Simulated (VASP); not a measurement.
## F (relaxed from the simple-cubic structure, space group Pm-3m): computed properties

All values below come from PBEsol GGA, VASP's PBE PAW potentials (set 64) (plane waves; VASP).

- space group: Pm-3m (221)
- cell: a = b = c = 2.127 Å, α = β = γ = 90.00°
- volume per atom: 9.62 Å^3/atom
- band gap (over mesh and band path): none (metal, semimetal or under 0.01 eV)
- density: 3.28 g/cm³

Space group Pm-3m (No. 221); a = b = c = 2.1268 Å, α = β = γ = 90.00°

```tsv
atom	site	symmetry	x	y	z
F	1a	m-3m	0.0000	0.0000	0.0000
```

The structure was generated: F was put into the simple-cubic type (Pm-3m), which need not be its known phase. It was relaxed first, which changed the volume by -15 %. Symmetry was kept, so distortions that lower it aren't found.
